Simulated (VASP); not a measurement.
Input of a VASP 6.6.1 run:

File INCAR:

```
SYSTEM = GaN
ALGO = Normal ; EDIFF = 1E-7
ENCUT = 520 ; GGA = PE
ISIF = 2 ; ISMEAR = 0
LASPH = .TRUE. ; LCHARG = .FALSE.
LREAL = .FALSE. ; LWAVE = .FALSE.
NELM = 100 ; PREC = Accurate
SIGMA = 0.02
```

File KPOINTS:

```
k-points
0
G
  9 9 4
  0 0 0
```

Contents of POSCAR:

```
GaN
1.0
    3.1800000000      0.0000000000      0.0000000000
   -1.5900000000      2.7539607800      0.0000000000
    0.0000000000      0.0000000000      5.1660000000
Ga N
2 2
Direct
    0.3333333300      0.6666666700      0.0000000000
    0.6666666700      0.3333333300      0.5000000000
    0.3333333300      0.6666666700      0.3750000000
    0.6666666700      0.3333333300      0.8750000000
```

Potentials or basis: VASP PAW PBE potentials, release 64 (Ga_d, N).

Run with:

```bash
$ cat potpaw_PBE.64/Ga_d/POTCAR potpaw_PBE.64/N/POTCAR > POTCAR
$ mpirun -np 1 vasp_std > vasp.out
```

Estimate the pressure.

7.3 GPa.

Predict the band gap on the k mesh.

1.97 eV, direct.

What does it give for the largest force?

0.134 eV/Å.

Forces in eV/Å, atoms in the order of the input:
```
Ga   0.000  0.000 -0.134
Ga   0.000  0.000 -0.134
N    0.000  0.000  0.134
N    0.000  0.000  0.134
```

**What was measured.**

From “Studying electronic properties in GaN without electrical contacts using γ-γ vs e−-γ Perturbed Angular Correlations”, 2019, pmc:6823545, for a bulk crystal of GaN: band gap 3.503 ± 0.005 eV (direct).

Against the measured gap of GaN, 3.503 eV (direct; quoted in “Studying electronic properties in GaN without electrical contacts using γ-γ vs e−-γ Perturbed Angular Correlations”, 2019, pmc:6823545), the calculated 1.97 eV is off by -1.53 eV. Spin-orbit coupling on Ga is left out. The value is that of PBE, without temperature or zero-point motion. Semilocal functionals fall short of measured gaps as a rule.
